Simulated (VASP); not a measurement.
Given:

```
SrTe
1.0
    0.00000     3.34915     3.34915
    3.34915     0.00000     3.34915
    3.34915     3.34915     0.00000
Sr Te
1 1
Direct
  0.00000   0.00000   0.00000
  0.50000   0.50000   0.50000
```

The numbers are results of PBE GGA with D4 dispersion, VASP's PBE PAW potentials (set 64) (plane waves; VASP), not measurements. Settings: 520 eV cut-off, 7×7×7 Γ-centred mesh, Gaussian smearing of 0.050 eV, potentials Sr_sv Te.

**Question.** Predict the energy per atom (σ→0).

**Answer.** 
The energy per atom (σ→0) is -4436 meV/atom.

Total energies compare only between runs with the same potentials, cut-off and functional.

The compound is SrTe in the rock salt structure. This cell is one point of a volume scan, at 1.03 of the reference volume.
